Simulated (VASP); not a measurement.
Data:

```
PbO
1.0
    4.05960     0.00000     0.00000
    0.00000     4.05960     0.00000
    0.00000     0.00000     5.12040
Pb O
2 2
Direct
  0.50000   0.00000   0.76500
  0.00000   0.50000   0.23500
  0.50000   0.50000   0.00000
  0.00000   0.00000   0.00000
```

Method: TPSS meta-GGA, VASP's PBE PAW potentials (set 64) (plane waves; VASP 6.6.1). Run with 520 eV cut-off, 5×5×4 Γ-centred mesh, Gaussian smearing of 0.050 eV, potentials Pb_d O.

### Question
Which forces act on the atoms, in eV/Å?

### Answer

```
atom     Fx     Fy      Fz
----  -----  -----  ------
Pb1   0.000  0.000   0.388
Pb2   0.000  0.000  -0.388
O3    0.000  0.000   0.000
O4    0.000  0.000   0.000
```

### Question
Give the stress tensor in GPa (positive for a compressed cell).

### Answer

```
-1.74   0.00   0.00
 0.00  -1.74   0.00
 0.00   0.00  -1.32
```
The pressure is its mean diagonal, -1.60 GPa.

The compound is PbO in the litharge structure. The cell was not relaxed at this level. The run is one of a series of settings (GGA removed, LMIXTAU = .TRUE., METAGGA = TPSS against the base run), some of them coarse on purpose.
